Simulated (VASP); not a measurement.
# Rb3Sr (I4/mmm) in VASP: equation of state

How stiff is Rb3Sr in PBE, and what volume does it want? The cell is scaled to several volumes.

Program: VASP 6.6.1. These are calculated values, not measurements. Logs are shortened: lines on timing, memory, paths and dates and some standing lists are left out, and cuts for length are marked.

**1. The crystal as given**

The structure is tetragonal, space group I4/mmm (No. 139). Conventional cell: a = 6.824 Å, b = 6.824 Å, c = 13.865 Å, α = 90.00°, β = 90.00°, γ = 90.00°.

The cell comes from a database or a generator and needn't be the stable form of this composition.

**2. Equation of state, PBE, 75.85 Å³/atom (volume scaled by 0.94)**

INCAR

```
SYSTEM = Rb3Sr
ALGO = Normal
EDIFF = 1E-7
ENCUT = 520
GGA = PE
ISIF = 2
ISMEAR = -1
LASPH = .True.
LCHARG = .False.
LREAL = .False.
LWAVE = .False.
NBANDS = 26
NELM = 100
PREC = Accurate
SIGMA = 0.05
```

KPOINTS

```
k-points
0
Gamma
  6 6 6
  0 0 0
```

POSCAR

```
Rb3Sr
1.0
   -3.3421234777      3.3421234777      6.7909415152
    3.3421234777     -3.3421234777      6.7909415152
    3.3421234777      3.3421234777     -6.7909415152
Sr Rb
1 3
Direct
    0.0000000000      0.0000000000      0.0000000000
    0.5000000000      0.5000000000      0.0000000000
    0.2500000000      0.7500000000      0.5000000000
    0.7500000000      0.2500000000      0.5000000000
```

Potentials or basis: VASP PAW PBE potentials, release 64 (Sr_sv, Rb_sv).

Started as:

```console
$ cat potpaw_PBE.64/Sr_sv/POTCAR potpaw_PBE.64/Rb_sv/POTCAR > POTCAR
$ mpirun -np 1 vasp_std > vasp.out
```

OUTCAR:

```text
SYSTEM = Rb3Sr
   EDIFF = 1E-7
   ENCUT = 520
   GGA = PE
   ISIF = 2
   ISMEAR = -1
   LASPH = .True.
   LREAL = .False.
   NELM = 100
   PREC = Accurate

 Found     30 irreducible k-points:

 Following reciprocal coordinates:
            Coordinates               Weight
  0.000000  0.000000  0.000000      1.000000
  0.166667  0.000000  0.000000      8.000000
  0.333333  0.000000 -0.000000      8.000000
  0.500000  0.000000  0.000000      4.000000
  0.166667  0.166667  0.000000      8.000000
  0.333333  0.166667 -0.000000     16.000000
   k-points           NKPTS =     30   k-points in BZ     NKDIM =     30   number of bands    NBANDS=     26
   number of dos      NEDOS =    301   number of ions     NIONS =      4
   total plane-waves  NPLWV = 262144
   dimension x,y,z NGX =    64 NGY =   64 NGZ =   64
   dimension x,y,z NGXF=   128 NGYF=  128 NGZF=  128
   ions per type =               1   3
   NGX,Y,Z   is equivalent  to a cutoff of  12.86, 12.86, 12.86 a.u.
   NGXF,Y,Z  is equivalent  to a cutoff of  25.72, 25.72, 25.72 a.u.
 SYSTEM =  Rb3Sr
   PREC   = accura    normal or accurate (medium, high low for compatibility)
   ISTART =      0    job   : 0-new  1-cont  2-samecut
   ICHARG =      2    charge: 1-file 2-atom 10-const
   ISPIN  =      1    spin polarized calculation?
   LNONCOLLINEAR =      F non collinear calculations
   LSORBIT =      F    spin-orbit coupling
   LASPH  =      T    aspherical Exc in radial PAW
   ENCUT  =  520.0 eV  38.22 Ry    6.18 a.u.  15.38 15.38 15.38*2*pi/ulx,y,z
   NELM   =    100;   NELMIN=  2; NELMDL= -5     # of ELM steps
   EDIFF  = 0.1E-06   stopping-criterion for ELM
   LREAL  =      F    real-space projection
   EDIFFG = 0.1E-05   stopping-criterion for IOM
   NSW    =      0    number of steps for IOM
   IBRION =     -1    ionic relax: 0-MD 1-quasi-New 2-CG
   NFREE  =      0    steps in history (QN), initial steepest desc. (CG)
   ISIF   =      2    stress and relaxation
   ISYM   =      2    0-nonsym 1-usesym 2-fastsym
   POTIM  = 0.5000    time-step for ionic-motion
   TEBEG  =    0.0;   TEEND  =   0.0 temperature during run
   PSTRESS=    0.0 pullay stress
   NELECT =      37.0000    total number of electrons
   NUPDOWN=      -1.0000    fix difference up-down
   EMIN   =  10.00;   EMAX   =-10.00  energy-range for DOS
   EFERMI =   0.00;   METHOD = LEGACY
   ISMEAR =    -1;   SIGMA  =   0.05  broadening in eV -4-tet -1-fermi 0-gaus
   EFERMI_NEDOS =   21; number of points for ismear=-14 and -15
   IALGO  =     38    algorithm
   IMIX   =      4    mixing-type and parameters
     AMIX     =   0.40;   BMIX     =  1.00
     AMIX_MAG =   1.60;   BMIX_MAG =  1.00
  volume/ion in A,a.u.               =      75.85       511.88
  Fermi-wavevector in a.u.,A,eV,Ry     =   0.811827  1.534131  8.967108  0.659064
  Thomas-Fermi vector in A             =   1.921258
   LORBIT       =      0    0 simple, 1 ext, 2 COOP (PROOUT), +10 PAW based schemes
   GGA     = PE    functional components
   LHFCALC =     F    Hartree Fock is set to
   AEXX    =    0.0000 exact exchange contribution
   IVDW    =     0    specifies the selected vdW correction
   LEPSILON=     F    determine dielectric tensor
   LRPA    =     F    only Hartree local field effects (RPA)
 non-spin polarized calculation
  energy-cutoff  :      520.00
  volume of cell :      303.41
 maximum number of plane-waves:      8217
 NGX is ok and might be reduce to    64
   NGX = 31   NGY = 31   NGZ = 31

 number of electron      37.0000000 magnetization

 Free energy of the ion-electron system (eV)
  ---------------------------------------------------
  ext. energy  EPLUGINS =         0.00000000
  ---------------------------------------------------
  free energy    TOTEN  =        -3.94792508 eV

  energy without entropy =       -3.91132839  energy(sigma->0) =       -3.92962674

 E-fermi :   0.4473     XC(G=0):  -6.0582

 val. band max:        0.4251384537   @ k =   0.3333   0.1667   0.1667
 cond. band min:       0.4511040106   @ k =   0.1667   0.1667   0.0000
 fundamental gap:      0.0259655569
 Fermi energy:         0.4472624652

 k-point     1 :       0.0000    0.0000    0.0000
  band No.  band energies     occupation
      1     -37.2353      2.00000
      2     -28.1504      2.00000
      3     -28.1417      2.00000
      4     -28.1403      2.00000
      5     -19.1745      2.00000
      6     -19.1745      2.00000
      7     -19.1740      2.00000
      8     -12.3127      2.00000
      9     -12.2957      2.00000
     10     -12.2957      2.00000
     11     -12.2439      2.00000
     12     -12.2439      2.00000
     13     -12.2230      2.00000
     14     -12.1960      2.00000
     15     -12.1960      2.00000
     16     -12.1945      2.00000
     17      -2.0696      2.00000
     18       0.6507      0.03360
     19       1.0471      0.00001
     20       1.2688      0.00000
     21       1.5636      0.00000
     22       1.5636      0.00000
     23       1.5945      0.00000
     24       1.7389      0.00000
     25       1.7389      0.00000
     26       1.9868      0.00000

 k-point     2 :       0.1667    0.0000    0.0000
  band No.  band energies     occupation
      1     -37.2353      2.00000
      2     -28.1497      2.00000
      3     -28.1422      2.00000
      4     -28.1405      2.00000
      5     -19.1745      2.00000
      6     -19.1745      2.00000
      7     -19.1740      2.00000
      8     -12.3144      2.00000
      9     -12.2913      2.00000
     10     -12.2860      2.00000
     11     -12.2493      2.00000
     12     -12.2446      2.00000
     13     -12.2199      2.00000
     14     -12.2033      2.00000
     15     -12.1998      2.00000
     16     -12.1951      2.00000
     17      -1.9248      2.00000
     18       0.6388      0.04247
     19       0.8237      0.00107
     20       1.1309      0.00000
     21       1.3793      0.00000
     22       1.5896      0.00000
     23       1.6046      0.00000
     24       1.6102      0.00000
     25       1.7569      0.00000
     26       2.1112      0.00000

 k-point     3 :       0.3333    0.0000   -0.0000
  band No.  band energies     occupation
      1     -37.2353      2.00000
      2     -28.1480      2.00000
      3     -28.1434      2.00000
      4     -28.1410      2.00000
      5     -19.1747      2.00000
      6     -19.1744      2.00000
      7     -19.1739      2.00000
      8     -12.3094      2.00000
      9     -12.2802      2.00000
     10     -12.2765      2.00000
     11     -12.2479      2.00000
     12     -12.2472      2.00000
     13     -12.2335      2.00000
     14     -12.2131      2.00000
     15     -12.2078      2.00000
     16     -12.1926      2.00000
     17      -1.5156      2.00000
     18       0.0196      1.99961
     19       0.6818      0.01818
     20       0.9229      0.00015
     21       1.3131      0.00000
     22       1.6066      0.00000
     23       1.6886      0.00000
     24       1.7872      0.00000
     25       1.8563      0.00000
     26       2.2996      0.00000

 k-point     4 :       0.5000    0.0000    0.0000
  band No.  band energies     occupation
      1     -37.2353      2.00000
      2     -28.1461      2.00000
      3     -28.1450      2.00000
      4     -28.1413      2.00000
      5     -19.1747      2.00000
      6     -19.1744      2.00000
      7     -19.1739      2.00000
      8     -12.3039      2.00000
      9     -12.2718      2.00000
     10     -12.2710      2.00000
     11     -12.2548      2.00000
     12     -12.2523      2.00000
     13     -12.2329      2.00000
     14     -12.2216      2.00000
     15     -12.2120      2.00000
     16     -12.1904      2.00000
     17      -1.0638      2.00000
     18      -0.5791      2.00000
     19       0.7473      0.00494
     20       0.7479      0.00488
     21       1.3680      0.00000
     22       1.6126      0.00000
     23       1.7587      0.00000
     24       1.7969      0.00000
     25       2.1469      0.00000
     26       2.1958      0.00000

 k-point     5 :       0.1667    0.1667    0.0000
  band No.  band energies     occupation
      1     -37.2353      2.00000
      2     -28.1489      2.00000
      3     -28.1425      2.00000
      4     -28.1410      2.00000
      5     -19.1746      2.00000
      6     -19.1745      2.00000
      7     -19.1739      2.00000
      8     -12.3173      2.00000
      9     -12.2897      2.00000
     10     -12.2786      2.00000
     11     -12.2485      2.00000
     12     -12.2425      2.00000
     13     -12.2225      2.00000
     14     -12.2144      2.00000
     15     -12.1985      2.00000
     16     -12.1938      2.00000
     17      -1.7317      2.00000
     18       0.4511      0.96160
     19       0.7624      0.00365
     20       0.7814      0.00250
     21       1.3475      0.00000
     22       1.3998      0.00000
     23       1.5559      0.00000
     24       1.7458      0.00000
     25       1.9753      0.00000
     26       2.2869      0.00000

 k-point     6 :       0.3333    0.1667   -0.0000
  band No.  band energies     occupation
      1     -37.2353      2.00000
      2     -28.1473      2.00000
      3     -28.1437      2.00000
      4     -28.1415      2.00000
      5     -19.1747      2.00000
      6     -19.1745      2.00000
      7     -19.1739      2.00000
      8     -12.3160      2.00000
      9     -12.2905      2.00000
     10     -12.2682      2.00000
     11     -12.2531      2.00000
     12     -12.2399      2.00000
     13     -12.2330      2.00000
     14     -12.2134      2.00000
     15     -12.2017      2.00000
     16     -12.1937      2.00000
     17      -1.2975      2.00000
     18      -0.0527      1.99991
     19       0.4519      0.95399
     20       0.8636      0.00048
     21       1.1671      0.00000
     22       1.4386      0.00000
     23       1.5883      0.00000
     24       1.8550      0.00000
     25       2.1215      0.00000
     26       2.4588      0.00000

 [... further k-points ...]

------------------------ aborting loop because EDIFF is reached ----------------------------------------

  FORCE on cell =-STRESS in cart. coord.  units (eV):
  Direction    XX          YY          ZZ          XY          YZ          ZX
  --------------------------------------------------------------------------------------
  -------------------------------------------------------------------------------------
  Total        0.4487083      0.4487083      0.4321396      0.0000000     -0.0000000      0.0000000
  in kB        2.3694073      2.3694073      2.2819159      0.0000000     -0.0000000      0.0000000
  external PRESSURE =       2.3402435 kB  Pullay stress =       0.0000000 kB

 VOLUME and BASIS-vectors are now :
 -----------------------------------------------------------------------------
  energy-cutoff  :      520.00
  volume of cell :      303.41
      direct lattice vectors                 reciprocal lattice vectors
    -3.342123478  3.342123478  6.790941515     0.000000000  0.149605484  0.073627493
     3.342123478 -3.342123478  6.790941515     0.149605484  0.000000000  0.073627493
     3.342123478  3.342123478 -6.790941515     0.149605484  0.149605484  0.000000000

 POSITION                                       TOTAL-FORCE (eV/Angst)
 -----------------------------------------------------------------------------------
      0.00000      0.00000      0.00000        -0.000000     -0.000000      0.000000
      0.00000      0.00000      6.79094        -0.000000     -0.000000      0.000000
      3.34212     -0.00000      3.39547        -0.000000      0.000000     -0.000000
     -0.00000      3.34212      3.39547         0.000000     -0.000000     -0.000000
 -----------------------------------------------------------------------------------
    total drift:                               -0.000000     -0.000000     -0.000000

  FREE ENERGIE OF THE ION-ELECTRON SYSTEM (eV)
  ---------------------------------------------------
  free  energy   TOTEN  =        -3.9479250826 eV

  energy  without entropy=       -3.9113283916  energy(sigma->0) =       -3.92962674
```

Wall time 3.7 min (1 thread of Intel Xeon Platinum 8488C (Sapphire Rapids), shared host); peak memory 0.64 GiB.

What came out:

```yaml
Free_energy: -3.9479 eV
Pressure: 0.2 GPa
Band_gap_on_the_k_mesh: none (metal or under the smearing width)
```

[end of part 1 of 2]
